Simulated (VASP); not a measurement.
Input:

AlNi is modelled in the cubic space group Pm-3m (No. 221), the CsCl type structure, Pearson symbol cP2. Cell: a = b = c = 2.8624 Å, α = β = γ = 90.00°. Al on 1b is surrounded by 8 Ni at 2.479 Å and 6 Al at 2.862 Å. Ni on 1a sees 8 Al at 2.479 Å and 6 Ni at 2.862 Å. (Neighbours: up to the widest gap in distance over summed covalent radii, below 1.35, at either atom.)

All values below come from PBEsol GGA, VASP's PBE PAW potentials (set 64) (plane waves; VASP 6.6.1). Settings: 520 eV cut-off, 13×13×13 Γ-centred mesh, first-order Methfessel-Paxton smearing of 0.10 eV, potentials Al Ni.

Q: Give the energy at these volumes per atom, relative to the lowest: 11.05, 11.40, 11.75, 12.10, 12.46 Å³.

A: 23.8, 5.2, 0.0, 6.2, 22.0 meV/atom. A third-order Birch-Murnaghan fit gives B0 = 173 GPa and B0′ = 4.3.

Measured: bulk modulus 156 GPa (computed value off by +11.2 %), as given by Yamada et al., (2019), arXiv:1910.09660; a 2.882 Å at 0 K (computed value off by -0.7 %), as given by H. Levämäki et al., Physical Review B (2014), arXiv:1402.3671 [extrapolated to 0 K, zero-point anharmonic expansion removed (Haas, Tran, Blaha 2009)]. The calculation is for a static lattice, while the measured bulk modulus holds thermal and zero-point effects, which are part of the difference.

The compound is NiAl in the CsCl type structure. It was relaxed first. The run is not spin-polarised, so no magnetic state was tried.
